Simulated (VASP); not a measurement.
Here is a VASP 6.6.1 calculation.

File INCAR:

```
SYSTEM = HgTe
PREC     = Accurate       ! precision mode
ENCUT    = 600            ! plane-wave cutoff, eV
EDIFF    = 1E-7           ! SCF threshold, eV
ISMEAR   = 0              ! smearing method
SIGMA    = 0.03           ! smearing width, eV
LREAL    = .False.        ! projectors in reciprocal space
LASPH    = .True.         ! aspherical terms in the spheres
NELM     = 80             ! most SCF steps
ALGO     = Normal         ! electronic algorithm
ISIF     = 2              ! what is computed and relaxed
LWAVE    = .False.        ! write WAVECAR
LCHARG   = .False.        ! write CHGCAR
GGA      = CA             ! functional
IBRION   = 2              ! ionic algorithm
NSW      = 40             ! ionic steps
EDIFFG   = -0.01          ! ionic threshold
```

The input KPOINTS:

```
regular mesh
0
Gamma
  10 10 10
  0 0 0
```

POSCAR

```
HgTe                                    
1.0
    0.0000000000      3.2241011875      3.2241011875
    3.2241011875      0.0000000000      3.2241011875
    3.2241011875      3.2241011875      0.0000000000
  Hg              Te            
     1     1
Direct
     0.0000000000000000    0.0000000000000000    0.0000000000000000
     0.2500000000000000    0.2500000000000000    0.2500000000000000
```

Potentials or basis: VASP PAW LDA potentials, release 64 (Hg, Te).

The run is started by

```console
$ cat potpaw_LDA.64/Hg/POTCAR potpaw_LDA.64/Te/POTCAR > POTCAR
$ mpirun -np 1 vasp_std > vasp.out
```

Estimate the band gap on the k mesh.

none (metal or under the smearing width).

Final structure:
```
Hg Te
1.0
     0.00000    3.22410    3.22410
     3.22410    0.00000    3.22410
     3.22410    3.22410    0.00000
Hg Te
1 1
Direct
  0.00000 0.00000 0.00000
  0.25000 0.25000 0.25000
```

Caveat: the relaxation stopped at its first step, so nothing moved. Spin-orbit coupling is left out, which matters for the levels of Hg, Te.
